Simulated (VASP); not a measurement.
The cell holds one Ge (diamond) (111) slab, with vacuum along c, ions free to move until forces fall under 0.03 eV/Å, no reconstruction beyond this cell, dipole correction on.

Input:

```yaml
crystal:
  lattice:
    - [4.00890, 0.00000, 0.00000]
    - [-2.00445, 3.47181, 0.00000]
    - [0.00000, 0.00000, 24.85008]
  atoms:
    - { symbol: Ge, position: [0.66667, 0.33333, 0.38171] }
    - { symbol: Ge, position: [0.00000, 0.00000, 0.35044] }
    - { symbol: Ge, position: [0.33333, 0.66667, 0.51626] }
    - { symbol: Ge, position: [0.66667, 0.33333, 0.48374] }
    - { symbol: Ge, position: [0.00000, 0.00000, 0.64956] }
    - { symbol: Ge, position: [0.33333, 0.66667, 0.61829] }
```

Computed with PBEsol GGA, VASP's PBE PAW potentials (set 64) (plane waves; VASP 6.6.1). Run with 400 eV cut-off, 8×8×1 Γ-centred mesh, first-order Methfessel-Paxton smearing of 0.10 eV, potentials Ge_d.

Slab and bulk use different k-meshes, so the surface energy is good to a few per cent at best.

The surface energy is 1.13 J/m². The work function is 4.69 eV. The band gap (on the k-mesh) is none (metal, semimetal or under 0.01 eV).

The cell is a thin slab with vacuum, built from Ge (diamond): (111) face.
